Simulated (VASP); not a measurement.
Input:

```yaml
crystal:
  lattice:
    - [0.00000, 3.46426, 3.46426]
    - [3.46426, 0.00000, 3.46426]
    - [3.46426, 3.46426, 0.00000]
  atoms:
    - { symbol: Sr, position: [0.00000, 0.00000, 0.00000] }
    - { symbol: Cl, position: [0.25000, 0.25000, 0.25000] }
    - { symbol: Cl, position: [0.75000, 0.75000, 0.75000] }
```

Method: MS2 meta-GGA, VASP's PBE PAW potentials (set 64) (plane waves; VASP). Run with 520 eV cut-off, 6×6×6 Γ-centred mesh, Gaussian smearing of 0.050 eV, potentials Sr_sv Cl.

### Question
Estimate the energy per atom (σ→0), pressure, band gap (on the k-mesh) with the smallest direct gap where there is one.

### Answer

The band gap (on the k-mesh) is 6.00 eV and the smallest direct gap (on the k-mesh) is 6.00 eV. The energy per atom (σ→0) comes out as -7.849 eV/atom. The pressure comes out as 1.24 GPa.

The absolute energy has meaning only against runs of the same code, potentials and settings.

The compound is SrCl2 in the fluorite structure. This cell is one point of a volume scan, at 0.97 of the reference volume.
